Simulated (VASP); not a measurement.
Wanted: the native input for a VASP 6.6.1 run.

```
Task                   : single point
Functional             : LDA
Potentials or basis    : VASP PAW PBE potentials, release 64 (Pm, Se)
Cutoff                 : 520 eV
k mesh                 : 5 × 5 × 5
Occupations            : gaussian, width 0.05 eV
Spin                   : no spin polarisation
Hubbard terms          : Pm f U = 4 eV
Further INCAR settings : ALGO = Normal; EDIFF = 1e-06; NBANDS = 18
```

The structure of PmSe lies in POSCAR:

```
PmSe
1.0
    0.0000000000      3.2231904100      3.2231904100
    3.2231904100      0.0000000000      3.2231904100
    3.2231904100      3.2231904100      0.0000000000
Pm Se
1 1
Direct
    0.0000000000      0.0000000000      0.0000000000
    0.2500000000      0.2500000000      0.2500000000
```

The cell comes from a database or a generator and needn't be the stable form of this composition.

These files were run (other wordings do the same):

INCAR

```
SYSTEM = PmSe
PREC     = Accurate       ! precision mode
ENCUT    = 520            ! plane-wave cutoff, eV
EDIFF    = 1E-6           ! SCF threshold, eV
ISMEAR   = 0              ! smearing method
SIGMA    = 0.05           ! smearing width, eV
LREAL    = .False.        ! projectors in reciprocal space
LASPH    = .True.         ! aspherical terms in the spheres
NELM     = 150            ! most SCF steps
ALGO     = Normal         ! electronic algorithm
ISIF     = 2              ! what is computed and relaxed
LWAVE    = .False.        ! write WAVECAR
LCHARG   = .False.        ! write CHGCAR
LMAXMIX  = 6              ! l up to which the mixer works
LDAU     = .True.         ! DFT+U
LDAUTYPE = 2            
LDAUL    = 3 -1           ! shell
LDAUU    = 4 0            ! U, eV
LDAUJ    = 0 0          
LDAUPRINT= 1            
GGA      = CA             ! functional
NBANDS   = 18             ! bands
```

KPOINTS

```
regular mesh
0
Gamma
  5 5 5
  0 0 0
```

Potentials or basis: VASP PAW PBE potentials, release 64 (Pm, Se).

Command:

```sh
$ cat potpaw_PBE.64/Pm/POTCAR potpaw_PBE.64/Se/POTCAR > POTCAR
$ mpirun -np 1 vasp_std > vasp.out
```

Results of the run:

```yaml
Pressure: -0.3 GPa
Band_gap_on_the_k_mesh: none (metal or under the smearing width)
```

Caveat: the PAW data sets were made with another functional, which shifts forces and pressure a little; U without spin polarisation on a metal has little footing.

Wall time 30 s on 1 thread of Intel(R) Xeon(R) Platinum 8375C CPU @ 2.90GHz (Ice Lake), with other jobs on the host, peak memory 0.18 GiB.
